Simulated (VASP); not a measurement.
# BP: cell size against the level of theory, part 2 of 3

How close do the usual functionals, with and without dispersion, come to the cell of BP? LASPH is on for some levels and off for others; the table marks which. The start is a cell from a database of measured crystal structures.

VASP 6.6.1, plane waves and PAW; the level of theory is named at each step.

So far. Step 2 (Relaxation with LDA): It ends with forces that vanish by symmetry and a pressure of -0.01 GPa. The volume lies -2.6 % from that of the database's start, which holds the thermal and zero-point expansion of its experiment. The conventional cell has a = 4.499 Å. Step 3 (Relaxation with PBE): It ends at 11.75 Å³/atom, +0.5 % from the start, with 0.01 GPa left. The conventional cell has a = 4.546 Å.

## 4. Relaxation with r2SCAN

This step: r2SCAN; plane waves and PAW (B, P) (VASP 6.6.1).

r2SCAN adds the kinetic-energy density, costs more than a GGA and is run with LASPH.

INCAR

```
SYSTEM = BP
PREC = Accurate
ENCUT = 520
EDIFF = 1E-06
NELM = 100
ISMEAR = -1
SIGMA = 0.05
LREAL = .FALSE.
ALGO = Normal
METAGGA = R2SCAN
LASPH = .TRUE.
NBANDS = 10
LORBIT = 11
LWAVE = .FALSE.
LCHARG = .FALSE.
KPAR = 2
IBRION = 2
NSW = 60
ISIF = 3
EDIFFG = -0.01
```

POSCAR

```
BP
1.0
    0.0000000000      2.2690000000      2.2690000000
    2.2690000000      0.0000000000      2.2690000000
    2.2690000000      2.2690000000      0.0000000000
B P
1 1
Direct
    0.0000000000      0.0000000000      0.0000000000
    0.2500000000      0.2500000000      0.2500000000
```

KPOINTS

```
Automatic mesh
0
Gamma
10 10 10
0 0 0
```

Potentials, in the order of the species: B and P (PBE family, release 64).

Run with:

```sh
$ mpirun -np 2 vasp_std
```

The program printed:

```text
[banner, memory and clock lines left out]
running    2 mpi-ranks, on    1 nodes
[...]
[... a notice as in an earlier step ...]

 LDA part: xc-table for (None), standard interpolation
 POSCAR, INCAR and KPOINTS ok, starting setup
[...]
entering main loop
       N       E                     dE             d eps       ncg     rms          rms(c)
DAV:   1     0.496944581749E+01    0.49694E+01   -0.41469E+03   940   0.737E+02
DAV:   2    -0.185764088345E+02   -0.23546E+02   -0.22215E+02  1300   0.116E+02
DAV:   3    -0.191730003079E+02   -0.59659E+00   -0.59587E+00  1162   0.173E+01
DAV:   4    -0.191749997312E+02   -0.19994E-02   -0.19992E-02  1206   0.115E+00
[...]
DAV:   9    -0.173111806131E+02   -0.31194E-03   -0.66423E-04  1106   0.208E-01    0.673E-02
DAV:  10    -0.173112542330E+02   -0.73620E-04   -0.79014E-05  1090   0.756E-02    0.212E-02
DAV:  11    -0.173112548443E+02   -0.61129E-06   -0.45745E-06  1228   0.164E-02
   1 F= -.17311255E+02 E0= -.17311255E+02  d E =-.173113E+02
[...]
N       E                     dE             d eps       ncg     rms          rms(c)
DAV:   1    -0.173115078075E+02   -0.25357E-03   -0.12468E-02  1066   0.736E-01    0.157E-01
DAV:   2    -0.173113972131E+02    0.11059E-03   -0.56487E-04  1094   0.152E-01    0.919E-02
DAV:   3    -0.173113401311E+02    0.57082E-04   -0.17599E-04  1050   0.739E-02    0.339E-02
DAV:   4    -0.173113395752E+02    0.55595E-06   -0.38332E-06  1122   0.142E-02
   2 F= -.17311340E+02 E0= -.17311340E+02  d E =-.847309E-04
 trial-energy change:   -0.000085  1 .order   -0.000088   -0.000672    0.000496
 step:   0.5755(harm=  0.5755)  dis= 0.00000  next Energy=   -17.311448 (dE=-0.193E-03)
[...]
N       E                     dE             d eps       ncg     rms          rms(c)
DAV:   1    -0.173114850005E+02   -0.14487E-03   -0.23058E-03  1062   0.317E-01    0.768E-02
DAV:   2    -0.173114647911E+02    0.20209E-04   -0.10247E-04  1088   0.647E-02    0.450E-02
DAV:   3    -0.173114536127E+02    0.11178E-04   -0.32162E-05  1046   0.313E-02    0.124E-02
DAV:   4    -0.173114527351E+02    0.87756E-06   -0.74715E-07   620   0.610E-03
   3 F= -.17311453E+02 E0= -.17311453E+02  d E =-.197891E-03
[...]
reached required accuracy - stopping structural energy minimisation
```

Wall time 17 s (2 MPI ranks of Intel Xeon 6975P-C (Granite Rapids), shared host); peak memory 0.26 GiB; 33 s of CPU time.

Parts of OUTCAR (step 4):

```text
  Total        0.0029603      0.0029603      0.0029603      0.0000000      0.0000000      0.0000000
  in kB        0.2038247      0.2038247      0.2038247      0.0000000      0.0000000      0.0000000
  external PRESSURE =       0.2038247 kB  Pullay stress =       0.0000000 kB

 POSITION                                       TOTAL-FORCE (eV/Angst)
 -----------------------------------------------------------------------------------
      0.00000      0.00000      0.00000        -0.000000      0.000000     -0.000000
      1.13298      1.13298      1.13298         0.000000     -0.000000      0.000000
 -----------------------------------------------------------------------------------
    total drift:                                0.000000      0.000000      0.000000

  FREE ENERGIE OF THE ION-ELECTRON SYSTEM (eV)
  ---------------------------------------------------
  free  energy   TOTEN  =       -17.3114527351 eV

  energy  without entropy=      -17.3114527275  energy(sigma->0) =      -17.31145273

[... 2 parts as in an earlier step ...]

[... 2 further parts left out ...]
[key lines of the parts left out:]
E-fermi :   8.1383
```

The PAW data sets were made with PBE, which is usual practice but a small mismatch for other functionals.

The steps of the relaxation:

```
step  energy less that of the first step (eV)  largest force (eV/Å)  pressure (GPa)  volume (Å³)
   1                                   0.0000                0.0000           -0.66        23.36
   2                                  -0.0001                0.0000            0.49        23.20
   3                                  -0.0002                0.0000            0.02        23.27
```

```csv
"conventional cell, symmetrised",before,after,change
a (Å),4.538,4.532,-0.1 %
b (Å),4.538,4.532,-0.1 %
c (Å),4.538,4.532,-0.1 %
volume (Å³/atom),11.68,11.63,-0.4 %
```

Final coordinates:

```cif
data_structure
_symmetry_space_group_name_H-M 'P 1'
_symmetry_Int_Tables_number 1
_cell_length_a 3.2046
_cell_length_b 3.2046
_cell_length_c 3.2046
_cell_angle_alpha 60.000
_cell_angle_beta 60.000
_cell_angle_gamma 60.000
_cell_volume 23.27
loop_
_atom_site_label
_atom_site_type_symbol
_atom_site_fract_x
_atom_site_fract_y
_atom_site_fract_z
_atom_site_occupancy
B1 B 0.00000 0.00000 0.00000 1
P2 P 0.25000 0.25000 0.25000 1
```

It ends at 11.63 Å³/atom, -0.4 % from the start, with 0.02 GPa left. The conventional cell has a = 4.532 Å.

## 5. Relaxation with PBE + D3(BJ)

This step: PBE with D3(BJ); plane waves and PAW (B, P) (VASP 6.6.1).

A dispersion term adds the long-range attraction that semilocal functionals lack. D3 with Becke-Johnson damping keeps a finite attraction at short range.

INCAR: that of step 4 with these lines changed.

```diff
@@ -9,4 +9,4 @@
 ALGO = Normal
-METAGGA = R2SCAN
-LASPH = .TRUE.
+GGA = PE
+IVDW = 12
 NBANDS = 10
```

POSCAR is that of step 4.

KPOINTS is that of step 4.

Run with:

```sh
$ mpirun -np 2 vasp_std
```

The program printed:

```text
[... set-up lines as in an earlier step ...]
 entering main loop
       N       E                     dE             d eps       ncg     rms          rms(c)
[... 12 cycles as in an earlier step ...]
   1 F= -.13577348E+02 E0= -.13577348E+02  d E =-.135773E+02
[...]
N       E                     dE             d eps       ncg     rms          rms(c)
DAV:   1    -0.129205414621E+02    0.99384E-02   -0.40291E-01  1056   0.418E+00    0.806E-01
DAV:   2    -0.129109906692E+02    0.95508E-02   -0.19001E-02  1046   0.752E-01    0.447E-01
DAV:   3    -0.129082948575E+02    0.26958E-02   -0.58464E-03  1058   0.369E-01    0.129E-01
DAV:   4    -0.129081293627E+02    0.16549E-03   -0.19055E-04  1116   0.878E-02    0.997E-02
DAV:   5    -0.129080942000E+02    0.35163E-04   -0.62608E-05  1100   0.482E-02    0.468E-02
DAV:   6    -0.129080955492E+02   -0.13491E-05   -0.19315E-06  1024   0.101E-02    0.595E-03
DAV:   7    -0.129080958253E+02   -0.27614E-06   -0.16331E-07   492   0.224E-03
   2 F= -.13579895E+02 E0= -.13579895E+02  d E =-.254769E-02
 trial-energy change:   -0.002548  1 .order   -0.002315   -0.019447    0.014818
 step:   0.5775(harm=  0.5675)  dis= 0.00000  next Energy=   -13.583008 (dE=-0.566E-02)
[...]
N       E                     dE             d eps       ncg     rms          rms(c)
DAV:   1    -0.129241499584E+02   -0.16054E-01   -0.71152E-02  1052   0.174E+00    0.335E-01
DAV:   2    -0.129224402913E+02    0.17097E-02   -0.34712E-03  1050   0.319E-01    0.185E-01
DAV:   3    -0.129219570326E+02    0.48326E-03   -0.10216E-03  1062   0.154E-01    0.489E-02
DAV:   4    -0.129219199320E+02    0.37101E-04   -0.36869E-05  1112   0.381E-02    0.385E-02
DAV:   5    -0.129219097045E+02    0.10227E-04   -0.10172E-05  1094   0.195E-02    0.193E-02
DAV:   6    -0.129219089586E+02    0.74596E-06   -0.31700E-07   496   0.406E-03
   3 F= -.13583028E+02 E0= -.13583028E+02  d E =-.568038E-02
[...]
reached required accuracy - stopping structural energy minimisation
```

Elapsed: 5.4 s, on 2 MPI ranks; peak memory 0.28 GiB.

Parts of OUTCAR (step 5):

```text
 Edisp (eV)   -0.67180

 Edisp (eV)   -0.66112

  Total       0.00042     0.00042     0.00042     0.00000    -0.00000    -0.00000
  in kB       0.02923     0.02923     0.02923     0.00000    -0.00000    -0.00000
  external pressure =        0.03 kB  Pullay stress =        0.00 kB

 POSITION                                       TOTAL-FORCE (eV/Angst)
 -----------------------------------------------------------------------------------
      0.00000      0.00000      0.00000         0.000000      0.000000     -0.000000
      1.12631      1.12631      1.12631        -0.000000     -0.000000      0.000000
 -----------------------------------------------------------------------------------
    total drift:                                0.000000      0.000000      0.000000

  FREE ENERGIE OF THE ION-ELECTRON SYSTEM (eV)
  ---------------------------------------------------
  free  energy   TOTEN  =       -13.5830281088 eV

  energy  without entropy=      -13.5830280414  energy(sigma->0) =      -13.58302808

[... 2 parts as in an earlier step ...]

[... 2 further parts left out ...]
[key lines of the parts left out:]
E-fermi :   8.2775
```

The steps of the relaxation:

```csv
step,energy less that of the first step (eV),largest force (eV/Å),pressure (GPa),volume (Å³)
1,0.0000,0.0000,-3.56,23.36
2,-0.0025,0.0000,2.81,22.50
3,-0.0057,0.0000,0.00,22.86
```

```
conventional cell, symmetrised  before  after  change
                         a (Å)   4.538  4.505  -0.7 %
                         b (Å)   4.538  4.505  -0.7 %
                         c (Å)   4.538  4.505  -0.7 %
              volume (Å³/atom)   11.68  11.43  -2.2 %
```

The relaxed structure:

```xyz
2
Lattice="0.0000 2.2526 2.2526 2.2526 0.0000 2.2526 2.2526 2.2526 0.0000" Properties=species:S:1:pos:R:3 pbc="T T T"
B     0.0000    0.0000    0.0000
P     1.1263    1.1263    1.1263
```

It ends at 11.43 Å³/atom, -2.2 % from the start, with 0.00 GPa left. The conventional cell has a = 4.505 Å. Against plain PBE, the dispersion term moves a by -0.9 %.

## 6. Relaxation with r2SCAN + rVV10

This step: r2SCAN with rVV10; plane waves and PAW (B, P) (VASP 6.6.1).

LUSE_VDW switches on a nonlocal correlation term for dispersion.

INCAR: that of step 5 with these lines changed.

```diff
@@ -9,4 +9,8 @@
 ALGO = Normal
-GGA = PE
-IVDW = 12
+METAGGA = R2SCAN
+LUSE_VDW = .TRUE.
+IVDW_NL = 2
+BPARAM = 11.95
+CPARAM = 0.0093
+LASPH = .TRUE.
 NBANDS = 10
```

POSCAR is that of step 5.

KPOINTS is that of step 5.

Run with:

```sh
$ mpirun -np 2 vasp_std
```

The program printed:

```text
[banner, memory and clock lines left out]
running    2 mpi-ranks, on    1 nodes
[...]
|                                                                             |
|               ----> ADVICE to this user running VASP <----                  |
|                                                                             |
|     You have switched on vdW-DFT.                                           |
|     This routine was written and supplied by Jiri Klimes. We recommend      |
|     that you carefully read and cite the following publications:            |
|       J. Klimes, D.R. Bowler, A. Michelides                                 |
|          J. Phys.: Cond Matt. 22 022201 (2010)                              |
|       J. Klimes, D.R. Bowler, A. Michelides                                 |
|          Phys. Rev. B. 83, 195131 (2011)                                    |
|     and references therein.                                                 |
|                                                                             |

[...]
DAV:   2    -0.172264012325E+02    0.72512E-04   -0.37868E-04  1090   0.124E-01    0.749E-02
Total rVV10 correction in eV:      0.0845736     8.9556507
Total rVV10 correction in eV:      0.0845736     8.9556507
DAV:   3    -0.172263603635E+02    0.40869E-04   -0.11842E-04  1048   0.607E-02    0.275E-02
Total rVV10 correction in eV:      0.0845980     8.9556507
Total rVV10 correction in eV:      0.0845980     8.9556507
DAV:   4    -0.172263581653E+02    0.21982E-05   -0.25403E-06  1092   0.115E-02    0.218E-02
Total rVV10 correction in eV:      0.0846414     8.9556507
Total rVV10 correction in eV:      0.0846414     8.9556507
DAV:   5    -0.172263558415E+02    0.23238E-05   -0.20996E-06  1028   0.109E-02    0.993E-03
Total rVV10 correction in eV:      0.0846419     8.9556507
Total rVV10 correction in eV:      0.0846419     8.9556507
DAV:   6    -0.172263555730E+02    0.26851E-06   -0.64370E-08   482   0.221E-03
Total rVV10 correction in eV:      0.0846433     8.9556507
Total rVV10 correction in eV:      0.0846433     8.9556507
Total rVV10 correction in eV:      0.0846432     8.9556507
Total rVV10 correction in eV:      0.0846432     8.9556507
   3 F= -.17226356E+02 E0= -.17226356E+02  d E =-.679531E-03
[...]
reached required accuracy - stopping structural energy minimisation
```

Wall time 59 s (2 MPI ranks); peak memory 0.41 GiB.

Parts of OUTCAR (step 6):

```text
  Total        0.0014112      0.0014112      0.0014112      0.0000000      0.0000000     -0.0000000
  in kB        0.0974936      0.0974936      0.0974936      0.0000000      0.0000000     -0.0000000
  external PRESSURE =       0.0974936 kB  Pullay stress =       0.0000000 kB

 POSITION                                       TOTAL-FORCE (eV/Angst)
 -----------------------------------------------------------------------------------
      0.00000      0.00000      0.00000        -0.000000     -0.000000     -0.000000
      1.13170      1.13170      1.13170         0.000000      0.000000      0.000000
 -----------------------------------------------------------------------------------
    total drift:                                0.000000      0.000000      0.000000

  FREE ENERGIE OF THE ION-ELECTRON SYSTEM (eV)
  ---------------------------------------------------
  free  energy   TOTEN  =       -17.2263555730 eV

  energy  without entropy=      -17.2263555624  energy(sigma->0) =      -17.22635557

[... 2 parts as in an earlier step ...]

[... 2 further parts left out ...]
[key lines of the parts left out:]
E-fermi :   8.1653
```

It ends at 11.60 Å³/atom, -0.7 % from the start, with 0.01 GPa left. The conventional cell has a = 4.527 Å. Against plain r2SCAN, the dispersion term moves a by -0.1 %.

## 7. Relaxation with AM05

This step: AM05; plane waves and PAW (B, P) (VASP 6.6.1).

AM05 is built from the electron gas and the surface model, and does well on lattice constants.

INCAR: that of step 6 with these lines changed.

```diff
@@ -9,8 +9,3 @@
 ALGO = Normal
-METAGGA = R2SCAN
-LUSE_VDW = .TRUE.
-IVDW_NL = 2
-BPARAM = 11.95
-CPARAM = 0.0093
-LASPH = .TRUE.
+GGA = AM
 NBANDS = 10
```

POSCAR is that of step 6.

KPOINTS is that of step 6.

Run with:

```sh
$ mpirun -np 2 vasp_std
```

The program printed:

```text
[banner, memory and clock lines left out]
running    2 mpi-ranks, on    1 nodes
[...]
[... a notice as in an earlier step ...]

 LDA part: xc-table for (Slater+PW92), standard interpolation
 POSCAR, INCAR and KPOINTS ok, starting setup
[...]
entering main loop
       N       E                     dE             d eps       ncg     rms          rms(c)
DAV:   1     0.935649560096E+01    0.93565E+01   -0.40222E+03   940   0.717E+02
DAV:   2    -0.134726876972E+02   -0.22829E+02   -0.21530E+02  1308   0.113E+02
DAV:   3    -0.140545889253E+02   -0.58190E+00   -0.58119E+00  1154   0.168E+01
DAV:   4    -0.140566066081E+02   -0.20177E-02   -0.20174E-02  1194   0.114E+00
[...]
DAV:  11    -0.133775139049E+02   -0.87810E-05   -0.87151E-06  1236   0.216E-02    0.186E-02
DAV:  12    -0.133775149265E+02   -0.10216E-05   -0.26228E-06  1064   0.105E-02    0.491E-03
DAV:  13    -0.133775149248E+02    0.17538E-08   -0.49613E-08   532   0.161E-03
   1 F= -.13377515E+02 E0= -.13377515E+02  d E =-.133775E+02
[...]
DAV:   4    -0.133783706961E+02    0.58039E-04   -0.68073E-05  1132   0.520E-02    0.566E-02
DAV:   5    -0.133783596698E+02    0.11026E-04   -0.20767E-05  1104   0.276E-02    0.267E-02
DAV:   6    -0.133783601307E+02   -0.46086E-06   -0.62180E-07   622   0.557E-03
   2 F= -.13378360E+02 E0= -.13378360E+02  d E =-.845206E-03
 trial-energy change:   -0.000845  1 .order   -0.000796   -0.006526    0.004934
 step:   0.5758(harm=  0.5694)  dis= 0.00000  next Energy=   -13.379403 (dE=-0.189E-02)
[...]
N       E                     dE             d eps       ncg     rms          rms(c)
DAV:   1    -0.133801943120E+02   -0.18346E-02   -0.24205E-02  1058   0.101E+00    0.192E-01
DAV:   2    -0.133795898568E+02    0.60446E-03   -0.12386E-03  1050   0.188E-01    0.107E-01
DAV:   3    -0.133794233048E+02    0.16655E-03   -0.35308E-04  1060   0.912E-02    0.276E-02
DAV:   4    -0.133794106611E+02    0.12644E-04   -0.12857E-05  1126   0.224E-02    0.227E-02
DAV:   5    -0.133794073747E+02    0.32864E-05   -0.35190E-06  1064   0.114E-02    0.111E-02
DAV:   6    -0.133794071394E+02    0.23533E-06   -0.10774E-07   486   0.230E-03
   3 F= -.13379407E+02 E0= -.13379407E+02  d E =-.189221E-02
[...]
reached required accuracy - stopping structural energy minimisation
```

Run time: 8 s. Hardware: 2 MPI ranks; peak memory 0.26 GiB; 15 s of CPU time.

Parts of OUTCAR (step 7):

```text
  Total        0.0004008      0.0004008      0.0004008     -0.0000000      0.0000000     -0.0000000
  in kB        0.0278353      0.0278353      0.0278353     -0.0000000      0.0000000     -0.0000000
  external PRESSURE =       0.0278353 kB  Pullay stress =       0.0000000 kB

 POSITION                                       TOTAL-FORCE (eV/Angst)
 -----------------------------------------------------------------------------------
      0.00000     -0.00000      0.00000        -0.000000     -0.000000     -0.000000
      1.12977      1.12977      1.12977         0.000000      0.000000      0.000000
 -----------------------------------------------------------------------------------
    total drift:                                0.000000      0.000000      0.000000

  FREE ENERGIE OF THE ION-ELECTRON SYSTEM (eV)
  ---------------------------------------------------
  free  energy   TOTEN  =       -13.3794071394 eV

  energy  without entropy=      -13.3794069958  energy(sigma->0) =      -13.37940707

[... 2 parts as in an earlier step ...]

[... 2 further parts left out ...]
[key lines of the parts left out:]
E-fermi :   8.1368
```

It ends at 11.54 Å³/atom, -1.2 % from the start, with 0.00 GPa left. The conventional cell has a = 4.519 Å.

(Part 2 of 3 ends here.)

[Lines on the potential files, build, host, timing and source positions are cut from VASP's logs without a mark.]

[Logs are printed without paths, hosts, clocks, repeated set-up lines and the standing remarks that a program may print on its own settings, such as how far it seeks lower states.]

[Hosts, paths, dates, database ids (printed as entryN), source tags and the programs' standing remarks are cut or masked in the printed files.]

[A measured line is paired with the nearest computed mode of its activity, which favours agreement.]
